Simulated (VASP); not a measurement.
Method: PBE GGA, VASP's PBE PAW potentials (set 64) (plane waves; VASP).

A VASP calculation is set up with these files.

INCAR:
```
ENCUT  =  500   ! plane-wave cut-off (eV)
EDIFF  =  1E-8   ! SCF stop (eV)
PREC  =  Normal
SYSTEM  =  BAs
LCHARG  =  F
LWAVE  =  T
GGA  =  PE
SIGMA  =  0.01
LREAL  =  F   ! projection in real space or not
LASPH  =  T
ISMEAR  =  0   ! Gaussian
NELM  =  100   ! most electronic steps
ALGO  =  Normal
```

KPOINTS:
```
Automatic mesh
0
Gamma
6 6 6
0 0 0
```

File POSCAR:
```
BAs
1
    0.0000000000     2.3900000000     2.3900000000
    2.3900000000     0.0000000000     2.3900000000
    2.3900000000     2.3900000000     0.0000000000
B As
1 1
Direct
  0.0000000000   0.0000000000   0.0000000000
  0.2500000000   0.2500000000   0.2500000000
```

POTCAR, in this order: B_GW As_GW (PBE.64 set). Program: vasp_std.

Output

File OUTCAR:
```
 ion  position               nearest neighbor table
   1  0.000  0.000  0.000-   2 2.07   2 2.07   2 2.07   2 2.07
   2  0.250  0.250  0.250-   1 2.07   1 2.07   1 2.07   1 2.07
  LATTYP: Found a face centered cubic cell.
 ALAT       =     4.7800000000
 Subroutine PRICEL returns:
 Original cell was already a primitive cell.
 Subroutine GETGRP returns: Found 24 space group operations
The static configuration has the point symmetry T_d .
The dynamic configuration has the point symmetry T_d .
 Subroutine INISYM returns: Found 24 space group operations
 Subroutine IBZKPT returns following result:
 Found     16 irreducible k-points:

 Following reciprocal coordinates:
            Coordinates               Weight
  0.000000  0.000000  0.000000      1.000000
  0.166667  0.000000  0.000000      8.000000
  0.333333  0.000000  0.000000      8.000000
  0.500000  0.000000  0.000000      4.000000
  0.166667  0.166667  0.000000      6.000000
  0.333333  0.166667  0.000000     24.000000
  0.500000  0.166667  0.000000     24.000000
 -0.333333  0.166667  0.000000     24.000000
 -0.166667  0.166667  0.000000     12.000000
  0.333333  0.333333  0.000000      6.000000
  0.500000  0.333333  0.000000     24.000000
 -0.333333  0.333333  0.000000     12.000000
  0.500000  0.500000  0.000000      3.000000
  0.500000  0.333333  0.166667     24.000000
 -0.333333  0.333333  0.166667     24.000000
 -0.333333  0.500000  0.166667     12.000000
   k-points           NKPTS =     16   k-points in BZ     NKDIM =     16   number of bands    NBANDS=      8
   number of dos      NEDOS =    301   number of ions     NIONS =      2
   total plane-waves  NPLWV =   5832
   dimension x,y,z NGX =    18 NGY =   18 NGZ =   18
   dimension x,y,z NGXF=    36 NGYF=   36 NGZF=   36
   ions per type =               1   1
   PREC   = normal    normal or accurate (medium, high low for compatibility)
   ISTART =      0    job   : 0-new  1-cont  2-samecut
...
```

### OSZICAR
```
       N       E                     dE             d eps       ncg     rms          rms(c)
DAV:   1     0.185095489029E+02    0.18510E+02   -0.40293E+03   256   0.930E+02
DAV:   2    -0.115570181806E+02   -0.30067E+02   -0.28251E+02   416   0.143E+02
DAV:   3    -0.120555376874E+02   -0.49852E+00   -0.49852E+00   304   0.206E+01
DAV:   4    -0.120596110842E+02   -0.40734E-02   -0.40734E-02   408   0.208E+00
DAV:   5    -0.120596246976E+02   -0.13613E-04   -0.13613E-04   296   0.692E-02    0.402E+00
DAV:   6    -0.114629291141E+02    0.59670E+00   -0.19905E+00   376   0.939E+00    0.170E+00
DAV:   7    -0.114036996729E+02    0.59229E-01   -0.18641E-01   384   0.289E+00    0.740E-01
DAV:   8    -0.113962645028E+02    0.74352E-02   -0.21773E-02   296   0.114E+00    0.780E-02
DAV:   9    -0.113966303838E+02   -0.36588E-03   -0.57679E-04   344   0.205E-01    0.442E-02
DAV:  10    -0.113967893297E+02   -0.15895E-03   -0.29437E-04   288   0.138E-01    0.982E-03
DAV:  11    -0.113967873241E+02    0.20056E-05   -0.12135E-05   344   0.252E-02    0.452E-03
DAV:  12    -0.113967876217E+02   -0.29757E-06   -0.26904E-06   336   0.133E-02    0.631E-04
DAV:  13    -0.113967876193E+02    0.24006E-08   -0.70644E-08   336   0.249E-03
   1 F= -.11396788E+02 E0= -.11396788E+02  d E =-.346584E-19
```

File OUTCAR:
```
------------------------ aborting loop because EDIFF is reached ----------------------------------------
  FORCE on cell =-STRESS in cart. coord.  units (eV):
  Direction    XX          YY          ZZ          XY          YZ          ZX
  --------------------------------------------------------------------------------------
  Total        0.5249653      0.5249653      0.5249653     -0.0000000      0.0000000     -0.0000000
  in kB       30.8047370     30.8047370     30.8047370     -0.0000000      0.0000000     -0.0000000
  external PRESSURE =      30.8047370 kB  Pullay stress =       0.0000000 kB
  volume of cell :       27.30
      direct lattice vectors                 reciprocal lattice vectors
     0.000000000  2.390000000  2.390000000    -0.209205021  0.209205021  0.209205021
     2.390000000  0.000000000  2.390000000     0.209205021 -0.209205021  0.209205021
     2.390000000  2.390000000  0.000000000     0.209205021  0.209205021 -0.209205021
  FREE ENERGIE OF THE ION-ELECTRON SYSTEM (eV)
  ---------------------------------------------------
  free  energy   TOTEN  =       -11.3967876193 eV

  energy  without entropy=      -11.3967876193  energy(sigma->0) =      -11.39678762
```
(Selected blocks of OUTCAR.)

The compound is BAs in the zinc blende structure. The cell was not relaxed at this level.
